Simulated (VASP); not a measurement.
A convergence study with VASP on PbTe (rock salt): one setting is varied, all else stays as given below, so the limit is that of these other settings.

```
PbTe
1.0
    0.00000     3.23000     3.23000
    3.23000     0.00000     3.23000
    3.23000     3.23000     0.00000
Te Pb
1 1
Direct
  0.50000   0.50000   0.50000
  0.00000   0.00000   0.00000
```

Level of theory: LDA (Ceperley-Alder, Perdew-Zunger), VASP's LDA PAW potentials (set 64) (plane waves; VASP). The tightest run used: 600 eV cut-off, 6×6×6 Γ-centred mesh, Gaussian smearing of 0.010 eV, potentials Te Pb_d.

### Question
The settings run are ENCUT = 200; ENCUT = 300; ENCUT = 400; ENCUT = 500; ENCUT = 600. From which on does the mean ε∞ stay within 0.1  of the tightest run?

### Answer
From ENCUT = 300 on: it is off by 0.03 there and by no more than 0.1 in any finer run, while ENCUT = 200 is off by 0.19.
```json
[
 {"setting": "ENCUT = 200", "mean ε∞": "33.04", "highest Γ mode (cm⁻¹)": "16.0", "plane waves": "444", "difference judged ()": "0.19"},
 {"setting": "ENCUT = 300", "mean ε∞": "33.27", "highest Γ mode (cm⁻¹)": "11.7", "plane waves": "821", "difference judged ()": "0.03"},
 {"setting": "ENCUT = 400", "mean ε∞": "33.24", "highest Γ mode (cm⁻¹)": "11.0", "plane waves": "1243", "difference judged ()": "0.00"},
 {"setting": "ENCUT = 500", "mean ε∞": "33.23", "highest Γ mode (cm⁻¹)": "12.6", "plane waves": "1724", "difference judged ()": "0.00"},
 {"setting": "ENCUT = 600", "mean ε∞": "33.23", "highest Γ mode (cm⁻¹)": "12.5", "plane waves": "2272", "difference judged ()": "0.00"}
]
```

Left out are rungs that failed or repeat a setting and relaxations that didn't move; long series are thinned to 24 rows.

The compound is PbTe in the rock salt structure. The cell was not relaxed at this level.
